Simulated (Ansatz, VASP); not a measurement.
**One calculation of LaMnIn, two programs**

Contents of run.py:

```python
from ase.calculators.vasp import Vasp
from ase.dft.bandgap import bandgap
from ase.io import read

atoms = read('LaMnIn.cif', primitive_cell=True, subtrans_included=False)
atoms.set_initial_magnetic_moments([0.0, 0.0, 4.0])
calc = Vasp(
    directory='calc',
    xc='pbe',
    pp='PBE',
    setups='recommended',
    pp_version='54',
    prec='Accurate',
    encut=520,
    ediff=1e-06,
    ismear=0,
    sigma=0.02,
    lreal=False,
    lasph=True,
    nelm=100,
    algo='Fast',
    isif=2,
    lwave=False,
    lcharg=False,
    ispin=2,
    lorbit=11,
    lmaxmix=6,
    kpts=[7, 7, 7],
    gamma=True,
    nbands=30,
)
atoms.calc = calc

print('energy (eV):', atoms.get_potential_energy())
print('free energy (eV):', atoms.get_potential_energy(force_consistent=True))
print('forces (eV/A):')
print(atoms.get_forces())
print('stress (eV/A^3, Voigt):', atoms.get_stress())
print('Fermi level (eV):', calc.get_fermi_level())
print('moment (muB):', atoms.get_magnetic_moment())
print('site moments (muB):', atoms.get_magnetic_moments())
gap, top, bottom = bandgap(calc)
print('band gap (eV):', gap, 'from (spin, k, band)', top, 'to', bottom)
```

Contents of LaMnIn.cif:

```cif
data_LaMnIn
_cell_length_a 4.59334076
_cell_length_b 4.59334076
_cell_length_c 4.09655900
_cell_angle_alpha 90.00000000
_cell_angle_beta 90.00000000
_cell_angle_gamma 120.00000000
_space_group_name_H-M_alt 'P-6m2'
_space_group_name_Hall 'P -6 2'
_space_group_IT_number 187
loop_
_space_group_symop_operation_xyz
'x,y,z'
'-x+y,-x,-z'
'-y,x-y,z'
'x,y,-z'
'-x+y,-x,z'
'-y,x-y,-z'
'-y,-x,-z'
'x,x-y,z'
'-x+y,y,-z'
'-y,-x,z'
'x,x-y,-z'
'-x+y,y,z'
loop_
_atom_site_label
_atom_site_type_symbol
_atom_site_symmetry_multiplicity
_atom_site_Wyckoff_symbol
_atom_site_fract_x
_atom_site_fract_y
_atom_site_fract_z
_atom_site_occupancy
La1 La 1 a 0.0000000000 0.0000000000 0.0000000000 1
In1 In 1 d 0.3333333333 0.6666666667 0.5000000000 1
Mn1 Mn 1 f 0.6666666667 0.3333333333 0.5000000000 1
```

The input input.yaml:

```yaml
crystal:
  lattice:
    - [4.593340755, 0.0, 0.0]
    - [-2.2966703775, 3.9779497821, 0.0]
    - [0.0, 0.0, 4.096559]
  atoms:
    - { symbol: La, position: [0.0, 0.0, 0.0] }
    - { symbol: In, position: [0.3333333333, 0.6666666667, 0.5] }
    - { symbol: Mn, position: [0.6666666667, 0.3333333333, 0.5], spin: 4.0 }
hamiltonian:
  xc: pbe
  pseudopotentials: { kind: paw }
magnetization:
  spin_polarized: true
kpoints:
  mp_grid: { grid: [7, 7, 7] }
scf:
  occupations: { method: gaussian, width: 0.02 }
output:
  forces: true
  stress: true
  eigenvalues: true
```

The cell comes from a database or a generator and needn't be the stable form of this composition.

Alike in both runs: task single point; functional PBE; k mesh 7 × 7 × 7; occupations gaussian, width 0.02 eV; collinear spin, ferromagnetic start.

|  | VASP | Ansatz |
| --- | --- | --- |
| version | VASP 6.6.1 | Ansatz 0.2.0 |
| potentials or method | VASP PAW PBE potentials, release 54 (La, In_d, Mn_pv) | Ansatz PAW |
| plane-wave cutoff (eV) | 520 | 420 |
| valence electrons in the cell | 37 | 39 |

```tsv
	VASP	Ansatz	Ansatz less VASP
gap on the k mesh at the Fermi level (eV)	none	none	-
pressure (GPa)	5.3	5.0	-0.31
largest component of the traceless stress (GPa)	2.75	2.75	+0.001
net moment per atom (μB)	1.04	1.04	0.000
size of the moment on the site where the two differ most (μB)	0.10	0.05	-0.048
```

Site moments also hang on the region over which each program counts them. A gap of «none» marks a metal or a gap that the smearing closes. With one functional, cell and mesh, what is left measures potentials, basis and numerics. The two sets of potentials don't hold the same shells in valence.

Spin-orbit coupling is left out, which matters for the levels of La.
